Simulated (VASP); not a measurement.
A run of VASP 6.6.1 is set up as follows.

The input INCAR:

```
  PREC = Accurate
  ENCUT = 700
  EDIFF = 1E-6
  ISMEAR = 0
  SIGMA = 0.02
  LREAL = False
  LASPH = True
  NELM = 100
  ALGO = Normal
  ISIF = 2
  LWAVE = False
  LCHARG = False
  LMAXMIX = 4
  GGA = PE
  KPAR = 2
```

KPOINTS

```
regular mesh
0
Gamma
  8 8 8
```

Contents of POSCAR:

```
BaHfO3                                  
1.0
    4.1989716380      0.0000000000      0.0000000000
    0.0000000000      4.1989716380      0.0000000000
   -0.0000000000      0.0000000000      4.1989716380
  Ba              Hf              O             
     1     1     3
Direct
     0.0000000000000000    1.0000000000000000    0.0000000000000000
     0.5000000000000000    0.5000000000000000    0.5000000000000000
     0.5000000000000000    0.5000000000000000    0.0000000000000000
     0.0000000000000000    0.5000000000000000    0.5000000000000000
     0.5000000000000000    0.0000000000000000    0.5000000000000000
```

The input KPOINTS_OPT:

```
path GXMGRX,MR
10
line-mode
reciprocal
 0.0000000000  0.0000000000  0.0000000000  G
 0.0000000000  0.5000000000  0.0000000000  X

 0.0000000000  0.5000000000  0.0000000000  X
 0.5000000000  0.5000000000  0.0000000000  M

 0.5000000000  0.5000000000  0.0000000000  M
 0.0000000000  0.0000000000  0.0000000000  G

 0.0000000000  0.0000000000  0.0000000000  G
 0.5000000000  0.5000000000  0.5000000000  R

 0.5000000000  0.5000000000  0.5000000000  R
 0.0000000000  0.5000000000  0.0000000000  X

 0.5000000000  0.5000000000  0.0000000000  M
 0.5000000000  0.5000000000  0.5000000000  R
```

Potentials or basis: VASP PAW PBE potentials, release 64 (Ba_sv, Hf_pv, O).

Run with:

```console
$ cat potpaw_PBE.64/Ba_sv/POTCAR potpaw_PBE.64/Hf_pv/POTCAR potpaw_PBE.64/O/POTCAR > POTCAR
$ mpirun -np 2 vasp_std > vasp.out
```

**Question.** What does it give for the band gap along the path?

**Answer.** 3.55 eV, indirect (least direct gap 3.78 eV).

**Question.** Predict the band gap on the k mesh.

**Answer.** 3.55 eV, indirect (least direct gap 3.78 eV).

**Question.** Estimate the pressure.

**Answer.** 0.1 GPa.

Levels at the corners of the path, in eV from the valence-band top:
| point | band 15 | band 16 | band 17 | band 18 | band 19 | band 20 | band 21 | band 22 | band 23 |
| --- | --- | --- | --- | --- | --- | --- | --- | --- | --- |
| Γ | -0.95 | -0.95 | -0.24 | -0.24 | -0.24 | 3.55 | 3.55 | 3.55 | 4.68 |
| X | -1.69 | -1.69 | -1.64 | -0.55 | -0.55 | 4.09 | 6.24 | 6.24 | 6.44 |
| X | -1.69 | -1.69 | -1.64 | -0.55 | -0.55 | 4.09 | 6.24 | 6.24 | 6.44 |
| M | -2.36 | -1.06 | -0.93 | -0.93 | -0.08 | 6.14 | 6.14 | 6.49 | 6.83 |
| M | -2.36 | -1.06 | -0.93 | -0.93 | -0.08 | 6.14 | 6.14 | 6.49 | 6.83 |
| Γ | -0.95 | -0.95 | -0.24 | -0.24 | -0.24 | 3.55 | 3.55 | 3.55 | 4.68 |
| Γ | -0.95 | -0.95 | -0.24 | -0.24 | -0.24 | 3.55 | 3.55 | 3.55 | 4.68 |
| R | -2.51 | -2.51 | 0.00 | 0.00 | 0.00 | 5.96 | 5.96 | 5.96 | 7.67 |
| R | -2.51 | -2.51 | 0.00 | 0.00 | 0.00 | 5.96 | 5.96 | 5.96 | 7.67 |
| X | -1.69 | -1.69 | -1.64 | -0.55 | -0.55 | 4.09 | 6.24 | 6.24 | 6.43 |
| M | -2.36 | -1.06 | -0.93 | -0.93 | -0.08 | 6.14 | 6.14 | 6.49 | 6.83 |
| R | -2.51 | -2.51 | 0.00 | 0.00 | 0.00 | 5.96 | 5.96 | 5.96 | 7.67 |

Caveat: spin-orbit coupling is left out, which moves the levels of the heavy elements.
